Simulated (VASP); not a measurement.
Here is the system:

```
CELL_PARAMETERS angstrom
      0.00000     3.24386     3.24386
      3.24386     0.00000     3.24386
      3.24386     3.24386     0.00000
ATOMIC_POSITIONS crystal
  Ag 0.00000 0.00000 0.00000
  I  0.25000 0.25000 0.25000
```

All values below come from PBE GGA with D4 dispersion, VASP's PBE PAW potentials (set 64) (plane waves; VASP 6.6.1). Settings: 520 eV cut-off, Gaussian smearing of 0.050 eV, potentials Ag I.

Unless said otherwise, spin-orbit coupling is left out, though it shifts the bands of the heavy elements here.

Problem. What does the run give for the band gap (along the path) with the smallest direct gap where there is one?

Solution. 
The band gap (along the path) comes out as 1.34 eV and the smallest direct gap (along the path) is 1.34 eV.

Total energies compare only between runs with the same potentials, cut-off and functional.

The compound is AgI in the zinc blende structure, whereas wurtzite is the usual form. It was relaxed first.
